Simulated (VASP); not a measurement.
Data:

```
CELL_PARAMETERS angstrom
      4.65063     0.00000     0.00000
      0.00000     4.65063     0.00000
      0.00000     0.00000     4.65063
ATOMIC_POSITIONS crystal
  Tl 0.00000 0.50000 0.50000
  Tl 0.50000 0.00000 0.50000
  Tl 0.50000 0.50000 0.00000
  Au 0.00000 0.00000 0.00000
```

Level of theory: PBEsol GGA, VASP's PBE PAW potentials (set 64) (plane waves; VASP 6.6.1). Run with 400 eV cut-off, 8×8×8 Γ-centred mesh, tetrahedra with Blöchl corrections, potentials Tl_d Au.

Unless said otherwise, spin-orbit coupling is left out, though it shifts the bands of the heavy elements here.

Task: Predict the energy per atom (σ→0), band gap (on the k-mesh) with the smallest direct gap where there is one.

Result: 
```json
{
  "band gap (on the k-mesh)": "none (metal, semimetal or under 0.01 eV)",
  "energy per atom (σ→0)": "-2.878 eV/atom"
}
```

Only differences to runs with the same potentials and settings are physical.

The structure comes from a computed database's Tl3Au entry (Pm-3m); how it stands against other phases isn't given here. It was relaxed first, which changed the volume by -5 %.
